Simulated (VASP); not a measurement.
WC (space group P-6m2): computed properties

These are r2SCAN+rVV10, VASP's PBE PAW potentials (set 64) (plane waves; VASP 6.6.1) values and carry that method's errors.

```yaml
space_group: P-6m2 (187)
cell: a = b = 2.9128 Å, c = 2.8379 Å, α = β = 90.00°, γ = 120.00°
volume_per_atom: 10.43 Å^3/atom
band gap (over mesh and band path): none (metal, semimetal or under 0.01 eV)
density: 15.60 g/cm³
```

```
WC
1.0
    2.91275     0.00000     0.00000
   -1.45638     2.52252     0.00000
    0.00000     0.00000     2.83791
W C
1 1
Cartesian
 -1.45638   2.52252   0.00000
  1.45638   0.84084   1.41896
```

Unless said otherwise, spin-orbit coupling is left out, though it shifts the bands of the heavy elements here.

The structure comes from a measured WC entry (P-6m2) of the Crystallography Open Database, whose conditions weren't checked. It was relaxed first. Symmetry was kept, so distortions that lower it aren't found.
